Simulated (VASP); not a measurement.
Consider the following.

```yaml
crystal:
  lattice:
    - [10.93707, 0.00000, 0.00000]
    - [0.00000, 10.93707, 0.00000]
    - [0.00000, 0.00000, 10.93707]
  atoms:
    - { symbol: Si, position: [0.49938, 0.00229, 0.00198] }
    - { symbol: Si, position: [0.62080, 0.13235, 0.13244] }
    - { symbol: Si, position: [0.74720, 0.25298, 0.00430] }
    - { symbol: Si, position: [0.86800, 0.37934, 0.13226] }
    - { symbol: Si, position: [0.74715, 0.00419, 0.25297] }
    - { symbol: Si, position: [0.86759, 0.13254, 0.37926] }
    - { symbol: Si, position: [0.99941, 0.00083, 0.00087] }
    - { symbol: Si, position: [0.12085, 0.12709, 0.12714] }
    - { symbol: Si, position: [0.24683, 0.24946, 0.00008] }
    - { symbol: Si, position: [0.37129, 0.37593, 0.12359] }
    - { symbol: Si, position: [0.49976, 0.50037, 0.00061] }
    - { symbol: Si, position: [0.62420, 0.62875, 0.12369] }
    - { symbol: Si, position: [0.75073, 0.75321, 0.00003] }
    - { symbol: Si, position: [0.87306, 0.87935, 0.12700] }
    - { symbol: Si, position: [0.24698, 0.00001, 0.24938] }
    - { symbol: Si, position: [0.37129, 0.12347, 0.37601] }
    - { symbol: Si, position: [0.49102, 0.25837, 0.25841] }
    - { symbol: Si, position: [0.74188, 0.50890, 0.25834] }
    - { symbol: Si, position: [0.87661, 0.62871, 0.37593] }
    - { symbol: Si, position: [0.49966, 0.00045, 0.50052] }
    - { symbol: Si, position: [0.62418, 0.12345, 0.62892] }
    - { symbol: Si, position: [0.74147, 0.25841, 0.50909] }
    - { symbol: Si, position: [0.87659, 0.37586, 0.62872] }
    - { symbol: Si, position: [0.75088, 0.99990, 0.75330] }
    - { symbol: Si, position: [0.87310, 0.12700, 0.87946] }
    - { symbol: Si, position: [0.99801, 0.50082, 0.00189] }
    - { symbol: Si, position: [0.12317, 0.62752, 0.12381] }
    - { symbol: Si, position: [0.25056, 0.74969, 0.99775] }
    - { symbol: Si, position: [0.37269, 0.87705, 0.12379] }
    - { symbol: Si, position: [0.99593, 0.25302, 0.25301] }
    - { symbol: Si, position: [0.12399, 0.37599, 0.37614] }
    - { symbol: Si, position: [0.24678, 0.50075, 0.24791] }
    - { symbol: Si, position: [0.38082, 0.61937, 0.36763] }
    - { symbol: Si, position: [0.49945, 0.75340, 0.24789] }
    - { symbol: Si, position: [0.62415, 0.87615, 0.37616] }
    - { symbol: Si, position: [0.99779, 0.00237, 0.50087] }
    - { symbol: Si, position: [0.12325, 0.12380, 0.62763] }
    - { symbol: Si, position: [0.24683, 0.24784, 0.50081] }
    - { symbol: Si, position: [0.38117, 0.36762, 0.61897] }
    - { symbol: Si, position: [0.63247, 0.61907, 0.61906] }
    - { symbol: Si, position: [0.75225, 0.75326, 0.50074] }
    - { symbol: Si, position: [0.87633, 0.87681, 0.62754] }
    - { symbol: Si, position: [0.25051, 0.99762, 0.74979] }
    - { symbol: Si, position: [0.37253, 0.12408, 0.87686] }
    - { symbol: Si, position: [0.49949, 0.24803, 0.75327] }
    - { symbol: Si, position: [0.62412, 0.37601, 0.87629] }
    - { symbol: Si, position: [0.75216, 0.50059, 0.75321] }
    - { symbol: Si, position: [0.87612, 0.62758, 0.87675] }
    - { symbol: Si, position: [0.00003, 0.75323, 0.24934] }
    - { symbol: Si, position: [0.12455, 0.87551, 0.37623] }
    - { symbol: Si, position: [0.99959, 0.50042, 0.50054] }
    - { symbol: Si, position: [0.12738, 0.62364, 0.62378] }
    - { symbol: Si, position: [0.25481, 0.74528, 0.49768] }
    - { symbol: Si, position: [0.37639, 0.87271, 0.62379] }
    - { symbol: Si, position: [0.00010, 0.24927, 0.75330] }
    - { symbol: Si, position: [0.12488, 0.37622, 0.87518] }
    - { symbol: Si, position: [0.25528, 0.49765, 0.74498] }
    - { symbol: Si, position: [0.37643, 0.62373, 0.87275] }
    - { symbol: Si, position: [0.50249, 0.74499, 0.74503] }
    - { symbol: Si, position: [0.62386, 0.87528, 0.87533] }
    - { symbol: Si, position: [0.00252, 0.74969, 0.74970] }
    - { symbol: Si, position: [0.12453, 0.87566, 0.87582] }
    - { symbol: Sn, position: [0.56004, 0.43995, 0.43982] }
```
Cell charge -1.

Computed with PBE GGA, VASP's PBE PAW potentials (set 64) (plane waves; VASP). Numerical set-up: PREC = Normal, LREAL = Auto, ISYM = 0, NELECT = 253.0, 400 eV cut-off, 1×1×1 Γ-centred mesh, Gaussian smearing of 0.050 eV, potentials Si Sn. Starting moments (MAGMOM): 63*0.0476. The cell's moment is fixed (NUPDOWN = 3).

The cell is charged, with a uniform compensating background.  The supercell is sampled at Γ alone, which is coarse: total energies, pressure and levels can be off, energies of defects by several tenths of an eV.

Problem. Estimate the cell moment, energy per atom (σ→0), pressure.

Solution. 
| Quantity | Result |
|---|---|
| cell moment | 3.00 μB |
| energy per atom (σ→0) | -5.157 eV/atom |
| pressure | 1.08 GPa |

Problem. Give the moment on each site (PAW-sphere projection).

Solution. 
| site | moment (μB) |
|---|---|
| Si1 | 0.01 |
| Si2 | 0.01 |
| Si3 | 0.01 |
| Si4 | 0.01 |
| Si5 | 0.01 |
| Si6 | 0.01 |
| Si7 | 0.00 |
| Si8 | 0.01 |
| Si9 | 0.01 |
| Si10 | 0.01 |
| Si11 | 0.00 |
| Si12 | 0.01 |
| Si13 | 0.01 |
| Si14 | 0.01 |
| Si15 | 0.01 |
| Si16 | 0.01 |
| Si17 | 0.07 |
| Si18 | 0.07 |
| Si19 | 0.01 |
| Si20 | 0.00 |
| Si21 | 0.01 |
| Si22 | 0.07 |
| Si23 | 0.01 |
| Si24 | 0.01 |
| Si25 | 0.01 |
| Si26 | 0.01 |
| Si27 | 0.01 |
| Si28 | 0.01 |
| Si29 | 0.01 |
| Si30 | 0.01 |
| Si31 | 0.00 |
| Si32 | 0.01 |
| Si33 | 0.07 |
| Si34 | 0.01 |
| Si35 | 0.00 |
| Si36 | 0.01 |
| Si37 | 0.01 |
| Si38 | 0.01 |
| Si39 | 0.07 |
| Si40 | 0.07 |
| Si41 | 0.01 |
| Si42 | 0.01 |
| Si43 | 0.01 |
| Si44 | 0.01 |
| Si45 | 0.01 |
| Si46 | 0.00 |
| Si47 | 0.01 |
| Si48 | 0.01 |
| Si49 | 0.01 |
| Si50 | 0.01 |
| Si51 | 0.00 |
| Si52 | 0.01 |
| Si53 | 0.01 |
| Si54 | 0.01 |
| Si55 | 0.01 |
| Si56 | 0.01 |
| Si57 | 0.01 |
| Si58 | 0.01 |
| Si59 | 0.01 |
| Si60 | 0.01 |
| Si61 | 0.01 |
| Si62 | 0.00 |
| Sn63 | 0.03 |

The cell is a supercell with a defect, built from Si (diamond): Sn_Si-vac_Si, charge -1.
